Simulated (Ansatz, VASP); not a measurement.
# YbSi2: VASP beside Ansatz

Wanted: the spread between two codes on one cell, functional and k mesh. The cell is taken from a series of runs on this material, whose earlier steps may have relaxed, scaled, displaced or heated it; both programs get it as it stands.

Main program and level: Ansatz 0.2.0; plane waves, with VASP 6.6.1 beside it; relaxation of cell and atoms at PBEsol.

### 1. The structure

It takes space group P6/mmm (No. 191, hexagonal). Conventional cell: a = 4.008 Å, b = 4.008 Å, c = 3.825 Å, α = 90.00°, β = 90.00°, γ = 120.00°. Yb has 12 Si at 3.00 Å nearest. Nearest to Si lie 3 Si at 2.31 Å and 6 Yb at 3.00 Å. Farther neighbours are not listed.

### 2. Ansatz: relaxation of cell and atoms, PBEsol, pair 1

Ansatz runs on its default PAW (the set named soft_2) files.

The relaxed volume is the usual yardstick between codes: in a stiff, nearly cubic crystal its relative difference is about their pressure difference at one cell divided by the bulk modulus.

The input, input.yaml:

```yaml
crystal:
  lattice:
    - [4.008276915, 0.0, 0.0]
    - [-2.0041384575, 3.4712696338, 0.0]
    - [0.0, 0.0, 3.824724243]
  atoms:
    - { symbol: Yb, position: [0.0, 0.0, 0.0] }
    - { symbol: Si, position: [0.3333333333, 0.6666666667, 0.5] }
    - { symbol: Si, position: [0.6666666667, 0.3333333333, 0.5] }
kpoints:
  mp_grid: { grid: [12, 12, 12] }
hamiltonian:
  xc: pbesol
scf:
  occupations: { method: gaussian, width: 0.1 }
output:
  forces: true
  stress: true
  eigenvalues: true
  write_density: true
  write_potential: true
  elf: true
  volumetric_format: npy
relax:
  adjacent_minimum: "off"
  f_tol: 0.005
  max_steps: 80
  cell: { stress_tol: 0.05 }
```

Launch:

```sh
> ansatz run input.yaml --threads 8 --pin off --max-ram 14336MiB --backend cpu --events-out ev --progress --plain --runs-dir out
```

Numbers of over 12 decimals in the logs are rounded to 6 here.

Log:

```text
Engine: ansatz 0.2.0, x86_64-unknown-linux-gnu
Pseudopotentials: kind: paw
Pseudopotential: Yb, paw, valence charge 24, recommended cutoff 420 eV (normal), Yb.paw.azcp
Pseudopotential: Si, paw, valence charge 4, recommended cutoff 420 eV (normal), Si.paw.azcp
Functional definition: PBEsol
  exchange = pbesol_x
  correlation = pbesol_c
Crystal: 3 atoms, lattice volume = 53.216 Å³
Basis set: ecut = 420 eV, 1045 PW (Γ), exchange–correlation on 54×54×54 points (8 copies of the dense FFT grid, shifted against one another)
Bands: 20, of which v1, the nominal top of the filled ones, is band 16 counted from 1 (15 counted from 0)
Symmetry: 24 space group operations
Space group: P6/mmm (ITA 191), of the structure as read, at distance tolerance 3.8e-5 Å
k-points: 133 of 1728
Non-local potential: Yb, projectors of the file, l = 0: 3, l = 1: 2, l = 2: 2, l = 3: 3
Non-local potential: Si, projectors of the file, l = 0: 2, l = 1: 2, l = 2: 2
PAW form: soft (Blöchl's): semilocal exchange-correlation on the pseudo side does not see the compensation charge
PAW frozen core: Yb, regenerated for the run's functional, and the local potential with it (the file was generated under x = pbe(κ = 0.804, μ = 0.219515), c = pbe(β = 0.066725))
PAW frozen core: Si, regenerated for the run's functional, and the local potential with it (the file was generated under x = pbe(κ = 0.804, μ = 0.219515), c = pbe(β = 0.066725))
PAW one-centre angular grid: Yb, 590 points (default); XC on 64 Gauss nodes
PAW one-centre angular grid: Si, 110 points (default); XC on 64 Gauss nodes
Initial density: superposition of atomic densities (neutral atoms: chi_scale 0, normalization atom), corrected by the library's trained network
Initial wavefunctions: pseudopotential atomic-orbital guess
Functional: x = pbesol(κ = 0.804, μ = 0.123457), c = pbesol(β = 0.046)
SCF iter   1: F=—  HF=-14921.207917 eV  |F-HF|=—  |Δ(HF+E_count)|=         —  Δρ=5.54e-3  dr2=3.51e-2  ethr=1.77e-3  ⟨swp⟩=6.3  Hψ=14472  notcnv=0
preconditioner: auto → Kerker (q_TF=auto, 2.507 Å⁻¹)  [metal: Δε(μ)=0.036 eV  Ē_g=9.469 eV  σ=0.100 eV  W_gap=0.19  n_scr=20 (ndim 8)  ℏωp=27.9 eV  f_vac=0.000  D(μ)=1.14/eV (n_scr^D=8)]
SCF iter   2: F=—  HF=-14921.203990 eV  |F-HF|=—  |Δ(HF+E_count)|=   3.93e-3  Δρ=2.53e-3  dr2=9.26e-3  ethr=1.10e-4  ⟨swp⟩=1.9  Hψ=4686  notcnv=0
SCF iter   3: F=—  HF=-14921.201608 eV  |F-HF|=—  |Δ(HF+E_count)|=   2.38e-3  Δρ=1.21e-3  dr2=1.42e-3  ethr=2.89e-5  ⟨swp⟩=2.2  Hψ=4409  notcnv=0
SCF iter   4: F=—  HF=-14921.201412 eV  |F-HF|=—  |Δ(HF+E_count)|=   1.96e-4  Δρ=2.54e-4  dr2=8.00e-5  ethr=4.44e-6  ⟨swp⟩=1.3  Hψ=2817  notcnv=0
SCF iter   5: F=—  HF=-14921.201412 eV  |F-HF|=—  |Δ(HF+E_count)|=   4.77e-7  Δρ=2.26e-4  dr2=3.90e-5  ethr=2.50e-7  ⟨swp⟩=2.0  Hψ=4378  notcnv=0
SCF iter   6: F=—  HF=-14921.201410 eV  |F-HF|=—  |Δ(HF+E_count)|=   2.50e-6  Δρ=5.80e-5  dr2=2.60e-6  ethr=1.22e-7  ⟨swp⟩=1.0  Hψ=2662  notcnv=0
SCF iter   7: F=—  HF=-14921.201409 eV  |F-HF|=—  |Δ(HF+E_count)|=   1.81e-7  Δρ=1.00e-5  dr2=1.11e-7  ethr=8.11e-9  ⟨swp⟩=2.3  Hψ=4496  notcnv=0
SCF iter   8: F=-14921.201409 eV  HF=-14921.201409 eV  |F-HF|=3.50e-9  |Δ(HF+E_count)|=   2.41e-8  Δρ=2.20e-6  dr2=5.21e-9  ethr=3.13e-10  ⟨swp⟩=10.5  Hψ=22250  notcnv=0
SCF 1 converged in 8 iterations: F = -14921.201409 eV  dr2 = 5.21e-9
  greatest PAW one-centre occupation: 0.997 electrons in one spin orbital (limit 2), on the Yb atom at site 0 (counted from 0), in its partial waves of l = 0
relax step   1: F+E_penalty+E_count = -14921.20140937 eV  Δ(F+E_penalty+E_count) = +0.000e0 eV  max|allowed force component| = 2.930e-16 eV/Å  Δτ_max = 0.0000 Å  P = -0.467 GPa  Ω = 53.216 Å³  (8 SCF iters, dr2 threshold 1.00e-7 eV, accepted)
[...]
relax step   2: F+E_penalty+E_count = -14921.20188759 eV  Δ(F+E_penalty+E_count) = -4.782e-4 eV  max|allowed force component| = 2.251e-16 eV/Å  Δτ_max = 0.0000 Å  P = +0.018 GPa  Ω = 52.858 Å³  energy of the carried Pulay correction = +8.231e-5 eV  (7 SCF iters, dr2 threshold 3.00e-7 eV, accepted)
[...]
relax step   3: F+E_penalty+E_count = -14921.20192876 eV  Δ(F+E_penalty+E_count) = -4.116e-5 eV  max|allowed force component| = 4.348e-16 eV/Å  Δτ_max = 0.0000 Å  P = -0.009 GPa  Ω = 52.906 Å³  energy of the carried Pulay correction = +7.069e-5 eV  (6 SCF iters, dr2 threshold 6.24e-8 eV, accepted)
[...]
relax step   4: F+E_penalty+E_count = -14921.20186493 eV  Δ(F+E_penalty+E_count) = +6.383e-5 eV  max|allowed force component| = 4.718e-16 eV/Å  Δτ_max = 0.0000 Å  P = -0.011 GPa  Ω = 52.906 Å³  stress off target by 1.75e-2 GPa  SCF on the basis re-selected at this cell (its energy is not comparable with the rows above)  (6 SCF iters)
basis re-selected at this cell: Δ(F+E_penalty+E_count) = +6.383e-5 eV, ΔP = -0.002 GPa vs the last step (what re-selecting the basis moved, of the pressure what is left beyond the Pulay correction that the steps carried, after the strain that the cell walked since its last selection, with what the two solves' SCF thresholds leave and, on support functions, any second-order correction that the steps lacked; it is no m [...]
SCF converged after 6 iterations
Free energy (F): -14921.201865 eV
Harris-Foulkes:  -14921.201865 eV  (|F-HF|=2.36e-11)
Internal energy: -14921.196017 eV  (E = F + TS)
E sigma→0 (E₀):  -14921.198941 eV
Entropy (-TS):   -0.005848 eV (-1.949 meV/atom)
Fermi energy:    13.062831 eV
--- Per-component energies (eV) ---
  E_band       = 110.315207
  E_kinetic    = 450.011425
  E_local      = -6414.034066  (includes V_loc(G=0)·N_el)
  E_nonlocal   = 589.038838
  E_hartree    = 2833.429408
  E_xc         = -278.413395
  E_vxc        = -305.664805  (∫ρ·V_xc dr)
  E_paw        = -8225.535260  (= ΣΔE_a)
  E_vpaw       = 124.105041  (= ΣTr[D̂ρ^β])
  E_aug_tail   = 0.000013  (compensation charges beyond the density's cutoff)
  E_ewald      = -3876.885296
  E_core_change = 1.192315  (= ΣΔE_core)
  E_smearing   = -0.005848  (= −TS)
  E_closure    = 0.000000  (closes the sum)
  Σ components = -14921.201865   (vs F -14921.201865, Δ=0.00e0)
--- Forces (eV/Å), atoms counted from 1 ---
  atom   1  Yb     0.00000000     0.00000000     0.00000000
  atom   2  Si    -0.00000000     0.00000000     0.00000000
  atom   3  Si     0.00000000    -0.00000000    -0.00000000
  max |Σ_I F_I| component: 1.85e-17 eV/Å
--- Stress (GPa, compression-positive) ---
       -0.017496       0.000000      -0.000000
        0.000000      -0.017496      -0.000000
       -0.000000      -0.000000       0.002922
  P = ⅓ Tr σ = -0.0107 GPa (-0.107 kbar)
--- Band table (eV; the first three rows and the last of 133) ---
  k-point 0: bands = [... 12 lower, 12.3234, 12.3234, 12.4913, 12.7071, 13.0743, 14.5680, 14.5680, 17.2356]
  k-point 1: bands = [... 12 lower, 12.3310, 12.3310, 12.4914, 13.0847, 13.1737, 14.2966, 14.2966, 17.6356]
  k-point 2: bands = [... 12 lower, 12.3557, 12.3557, 12.4915, 13.1191, 13.7603, 13.7603, 14.0902, 17.1341]
  k-point 132: bands = [... 12 lower, 12.3735, 12.4031, 12.4031, 12.4640, 14.2901, 16.5087, 16.5087, 17.6850]
--- Relaxed structure (3 steps of the walk, 3 accepted, 1 SCFs on fresh bases) ---
  F+E_penalty+E_count = -14921.20186493 eV   max|allowed force component| = 4.718e-16 eV/Å   (the final SCF, on the basis selected at the relaxed cell)
  cell:  # Å, volume = 52.9061 Å³
    - [4.002843, 0, 0]
    - [-2.001421, 3.466563, 0]
    - [0, 0, 3.812750]
  atoms:
    - { symbol: Yb, position: [0, 0, 0] }
    - { symbol: Si, position: [0.333333, 0.666667, 0.500000] }
    - { symbol: Si, position: [0.666667, 0.333333, 0.500000] }
```

The column dr2 measures how far the density is from self-consistency, as an energy; F and HF (Harris–Foulkes) agree once it is small.

### 3. VASP: relaxation of cell and atoms, PBEsol, pair 1

The same cell, functional, mesh and smearing now go to VASP, with its own data sets.

Lines of VASP's logs that name or quote its potential files are left out, and so is its time.

The input, INCAR:

```
SYSTEM = YbSi2
PREC = Accurate
ENCUT = 600
EDIFF = 1E-07
NELM = 200
ISMEAR = 0
SIGMA = 0.1
LREAL = .FALSE.
ALGO = Normal
GGA = PS
NBANDS = 22
LASPH = .TRUE.
LORBIT = 11
LWAVE = .FALSE.
LCHARG = .FALSE.
ISIF = 3
IBRION = 2
NSW = 80
EDIFFG = -0.005
GGA_COMPAT = .FALSE.
NELMIN = 4
LMAXMIX = 6
KPAR = 2
```

The input, POSCAR:

```
YbSi2
1.0
    4.0082770000      0.0000000000      0.0000000000
   -2.0041380000      3.4712700000      0.0000000000
    0.0000000000      0.0000000000      3.8247240000
Yb Si
1 2
Direct
    0.0000000000      0.0000000000      0.0000000000
    0.3333332502      0.6666666667      0.5000000000
    0.6666665003      0.3333333333      0.5000000000
```

The input, KPOINTS:

```
Automatic mesh
0
Gamma
12 12 12
0 0 0
```

Potentials, in the order of the species: Yb and Si (PBE family, release 64).

Launch:

```sh
> mpirun -np 2 vasp_std
```

Log:

```text
[banner, memory and clock lines left out]
running    2 mpi-ranks, on    1 nodes
 distrk:  each k-point on    1 cores,    2 groups
 distr:  one band on    1 cores,    1 groups

 POSCAR found type information on POSCAR YbSi
 POSCAR found :  2 types and       3 ions
|                                                                             |
|               ----> ADVICE to this user running VASP <----                  |
|                                                                             |
|     You enforced a specific xc type in the INCAR file but a different       |
|     [... a line on the potential file left out ...]
|     I HOPE YOU KNOW WHAT YOU ARE DOING!                                     |
|                                                                             |

 LDA part: xc-table for (Slater+PW92), standard interpolation
 POSCAR, INCAR and KPOINTS ok, starting setup
 FFT: planning ... GRIDC
 FFT: planning ... GRID_SOFT
 FFT: planning ... GRID
 WAVECAR not read
 entering main loop
       N       E                     dE             d eps       ncg     rms          rms(c)
DAV:   1     0.179177471706E+03    0.17918E+03   -0.12491E+04  8272   0.997E+03
DAV:   2     0.950230353845E+01   -0.16968E+03   -0.15882E+03  8070   0.810E+02
DAV:   3    -0.141404086048E+02   -0.23643E+02   -0.22714E+02  8658   0.150E+02
DAV:   4    -0.172936136703E+02   -0.31532E+01   -0.30989E+01 11202   0.396E+01
DAV:   5    -0.176670179942E+02   -0.37340E+00   -0.36728E+00 10608   0.132E+01    0.311E+01
DAV:   6    -0.227032636522E+02   -0.50362E+01   -0.28471E+01  6872   0.323E+02    0.125E+02
DAV:   7    -0.221686374613E+02    0.53463E+00   -0.27052E+00  9670   0.250E+01    0.109E+02
DAV:   8    -0.175342082157E+02    0.46344E+01   -0.68861E+00  7664   0.139E+02    0.353E+01
DAV:   9    -0.229030968787E+02   -0.53689E+01   -0.17819E+01 10430   0.217E+02    0.381E+01
DAV:  10    -0.171783286659E+02    0.57248E+01   -0.16586E+01  7172   0.185E+02    0.156E+01
DAV:  11    -0.172210879308E+02   -0.42759E-01   -0.12882E+00 10386   0.109E+01    0.212E+01
DAV:  12    -0.172751032164E+02   -0.54015E-01   -0.69698E-02 10950   0.932E+00    0.216E+01
DAV:  13    -0.173134051666E+02   -0.38302E-01   -0.16046E-02 11492   0.560E+00    0.212E+01
DAV:  14    -0.173376429021E+02   -0.24238E-01   -0.63802E-03 11480   0.319E+00    0.209E+01
[...]
DAV:  34    -0.171416684869E+02    0.45308E-03   -0.82106E-04  8222   0.152E+00    0.301E-01
DAV:  35    -0.171416555312E+02    0.12956E-04   -0.61546E-05 10138   0.124E-01    0.255E-01
DAV:  36    -0.171416535991E+02    0.19321E-05   -0.51590E-06 10698   0.253E-02    0.257E-01
DAV:  37    -0.171416563894E+02   -0.27903E-05   -0.48863E-06  7554   0.122E-01    0.259E-01
DAV:  38    -0.171416283547E+02    0.28035E-04   -0.16036E-05 10054   0.154E-01    0.166E-01
DAV:  39    -0.171416097998E+02    0.18555E-04   -0.41132E-05  9134   0.161E-01    0.891E-02
DAV:  40    -0.171416094005E+02    0.39938E-06   -0.13318E-05 10522   0.120E-01    0.506E-02
DAV:  41    -0.171416080685E+02    0.13320E-05   -0.10666E-05 10358   0.124E-01    0.468E-02
[...]
bond charge predicted
       N       E                     dE             d eps       ncg     rms          rms(c)
DAV:   1    -0.171420074456E+02    0.23738E-09   -0.22125E-10  3016   0.983E-04    0.416E-05
DAV:   2    -0.171420074455E+02    0.10914E-09   -0.25930E-10  2992   0.825E-04    0.731E-05
DAV:   3    -0.171420074458E+02   -0.28194E-09   -0.22137E-10  3016   0.727E-04    0.306E-05
DAV:   4    -0.171420074460E+02   -0.19190E-09   -0.11760E-10  3010   0.262E-04
  39 F= -.17142007E+02 E0= -.17139077E+02  d E =0.595895E-06
[... from here on, the cycles between the ionic steps are left out ...]
  40 F= -.17142007E+02 E0= -.17139077E+02  d E =0.595478E-06
  41 F= -.17142007E+02 E0= -.17139077E+02  d E =0.595744E-06
  42 F= -.17142007E+02 E0= -.17139077E+02  d E =0.595404E-06
  43 F= -.17142007E+02 E0= -.17139077E+02  d E =0.595563E-06
  44 F= -.17142007E+02 E0= -.17139077E+02  d E =0.596024E-06
  45 F= -.17142007E+02 E0= -.17139077E+02  d E =0.596198E-06
  46 F= -.17142007E+02 E0= -.17139077E+02  d E =0.595786E-06
  47 F= -.17142007E+02 E0= -.17139077E+02  d E =0.596044E-06
  48 F= -.17142007E+02 E0= -.17139077E+02  d E =-.832188E-09
  49 F= -.17142007E+02 E0= -.17139077E+02  d E =-.325235E-08
  50 F= -.17142007E+02 E0= -.17139077E+02  d E =-.829550E-08
  51 F= -.17142007E+02 E0= -.17139077E+02  d E =-.145346E-07
 curvature:  -0.09 expect dE=-0.149E-05 dE for cont linesearch -0.534E-08
 ZBRENT: increasing intervall
 opt :   0.0026  next Energy=   -17.142007 (dE=-0.253E-07)
 bond charge predicted
       N       E                     dE             d eps       ncg     rms          rms(c)
DAV:   1    -0.171420074935E+02   -0.24719E-07   -0.12262E-07  5546   0.715E-02    0.109E-03
DAV:   2    -0.171420074792E+02    0.14289E-07   -0.51595E-08  3400   0.132E-02    0.660E-04
DAV:   3    -0.171420074678E+02    0.11395E-07   -0.39413E-08  3034   0.109E-02    0.258E-04
DAV:   4    -0.171420074730E+02   -0.52496E-08   -0.73309E-08  3216   0.658E-03
  52 F= -.17142007E+02 E0= -.17139077E+02  d E =-.271930E-07
 curvature:  -0.19 expect dE=-0.810E-06 dE for cont linesearch -0.646E-08
 trial: gam=-0.24968 g(F)=  0.422E-43 g(S)=  0.432E-05 ort = 0.851E-05 (trialstep = 0.569E-03)
 search vector abs. value=  0.131E-03
 reached required accuracy - stopping structural energy minimisation
```

OUTCAR, selected parts (step 3):

```text
ion  position               nearest neighbor table
   1  0.000  0.000  0.000-   3 3.00   3 3.00   2 3.00   2 3.00   2 3.00   2 3.00   3 3.00   3 3.00
                             2 3.00   2 3.00   3 3.00   3 3.00
   2  0.333  0.667  0.500-   3 2.31   3 2.31   3 2.31   1 3.00   1 3.00   1 3.00   1 3.00   1 3.00
                             1 3.00
   3  0.667  0.333  0.500-   2 2.31   2 2.31   2 2.31   1 3.00   1 3.00   1 3.00   1 3.00   1 3.00
                             1 3.00

  LATTYP: Found a hexagonal cell.
 ALAT       =     4.0082770000
 C/A-ratio  =     0.9542065082

 Subroutine GETGRP returns: Found 24 space group operations
 (whereof 24 operations were pure point group operations)

The static configuration has the point symmetry D_6h.

 Found    133 irreducible k-points:

   k-points           NKPTS =    133   k-points in BZ     NKDIM =    133   number of bands    NBANDS=     22

   dimension x,y,z NGX =    32 NGY =   32 NGZ =   32
   dimension x,y,z NGXF=    64 NGYF=   64 NGZF=   64

   ENCUT  =  600.0 eV  44.10 Ry    6.64 a.u.   8.01  8.01  7.64*2*pi/ulx,y,z

   NELECT =      32.0000    total number of electrons

 k-points in reciprocal lattice and weights: Automatic mesh
   0.00000000  0.00000000  0.00000000       0.001
   0.08333333  0.00000000  0.00000000       0.003
   0.16666667  0.00000000  0.00000000       0.003
   0.25000000  0.00000000  0.00000000       0.003
   0.33333333  0.00000000  0.00000000       0.003
   0.41666667  0.00000000  0.00000000       0.003
   0.50000000  0.00000000  0.00000000       0.002
   0.08333333  0.08333333  0.00000000       0.003
   0.16666667  0.08333333  0.00000000       0.007
[...]
0.33333333  0.25000000  0.50000000       0.007
   0.33333333  0.33333333  0.50000000       0.001

 average (electrostatic) potential at core
       1 -30.2181       2 -82.8445       3 -82.8445

 E-fermi :   6.5973

 k-point     1 :       0.0000    0.0000    0.0000
  band No.  band energies     occupation
    ...
     13       5.8626      2.00000
     14       5.8626      2.00000
     15       6.0317      2.00000
     16       6.2439      2.00000
     17       6.6129      0.82544
     18       8.0984      0.00000
     19       8.0984      0.00000
     20      10.7597      0.00000
     21      10.7597      0.00000
     22      11.0847      0.00000

 k-point     2 :       0.0833    0.0000    0.0000
  band No.  band energies     occupation
    ...
     12       5.7887      2.00000
     13       5.8580      2.00000
     14       5.8655      2.00000
     15       6.0324      2.00000
     16       6.2251      2.00000
     17       6.8834      0.00005
     18       7.9337      0.00000
     19       8.2163      0.00000
     20      10.6197      0.00000
     21      10.7137      0.00000
    ...

 k-point     3 :       0.1667    0.0000    0.0000
  band No.  band energies     occupation
    ...
     12       5.8445      2.00000
     13       5.8739      2.00000
     14       5.8862      2.00000
     15       6.0364      2.00000
     16       6.1754      2.00000
     17       7.2407      0.00000
     18       8.4375      0.00000
     19       8.5680      0.00000
     20      10.2578      0.00000
     21      10.2945      0.00000
    ...

  Total       -0.0088549     -0.0088549     -0.0105719     -0.0000000     -0.0000000     -0.0000000
  in kB       -0.2678830     -0.2678831     -0.3198288     -0.0000000     -0.0000000     -0.0000000
  external PRESSURE =      -0.2851983 kB  Pullay stress =       0.0000000 kB

  energy-cutoff  :      600.00
  volume of cell :       52.96
      direct lattice vectors                 reciprocal lattice vectors
     4.003954003 -0.000000001 -0.000000000     0.249753119  0.144194982 -0.000000000
    -2.001976502  3.467526174  0.000000000     0.000000000  0.288390037 -0.000000000
     0.000000000  0.000000000  3.814512474     0.000000000 -0.000000000  0.262156699

 POSITION                                       TOTAL-FORCE (eV/Angst)
 -----------------------------------------------------------------------------------
      0.00000      0.00000      0.00000         0.000000      0.000000      0.000000
     -0.00000      2.31168      1.90726        -0.000000      0.000000     -0.000000
      2.00198      1.15584      1.90726         0.000000     -0.000000      0.000000
 -----------------------------------------------------------------------------------
    total drift:                               -0.000056     -0.000000     -0.000000

  FREE ENERGIE OF THE ION-ELECTRON SYSTEM (eV)
  ---------------------------------------------------
  free  energy   TOTEN  =       -17.1420074730 eV

  energy  without entropy=      -17.1361465193  energy(sigma->0) =      -17.13907700

 reached required accuracy - stopping structural energy minimisation

 total charge
# of ion       s       p       d       f       tot
--------------------------------------------------
    1        2.123   6.036   0.600  13.483  22.242
    2        0.740   0.947   0.000   0.000   1.687
    3        0.740   0.947   0.000   0.000   1.687
--------------------------------------------------
tot          3.603   7.929   0.600  13.483  25.615

[... 3 further parts left out ...]
```

CONTCAR:

```
YbSi2
   1.00000000000000
     4.0039540028314944   -0.0000000006220722   -0.0000000000000000
    -2.0019765024937364    3.4675261739965340    0.0000000000000000
     0.0000000000000000    0.0000000000000000    3.8145124737685974
  Yb              Si
     1     2
Direct
     0.0000000000000000    0.0000000000000000    0.0000000000000000
     0.3333332501999990    0.6666666667000030    0.5000000000000000
     0.6666665003000034    0.3333333332999970    0.5000000000000000
```

The run keeps the 24 symmetry operations of its start, so it cannot find a distortion of lower symmetry.

### 4. Differences

Known differences besides the potentials themselves: the cutoff is 420 eV in Ansatz and 600 eV in VASP; Ansatz makes its cores anew for this functional, VASP keeps those of its PBE data sets; Ansatz adds a Pulay correction to the stress that steers its cell, VASP none. Total energies have different zeros and are not compared.

Both answers:

```csv
quantity,Ansatz,VASP,difference
volume (Å³),52.91,52.96,-0.10 %
"edge a after relaxation, in the typed setting (Å)",4.003,4.004,-0.03 %
"edge c after relaxation, in the typed setting (Å)",3.813,3.814,-0.05 %
```

(Continued in part 2 of 2.)

[Lines on the potential files, build, host, timing and source positions are cut from VASP's logs without a mark.]

[Logs are printed without paths, hosts, clocks, repeated set-up lines and the standing remarks that a program may print on its own settings, such as how far it seeks lower states.]

[Hosts, paths, dates, database ids (printed as entryN), source tags and the programs' standing remarks are cut or masked in the printed files.]
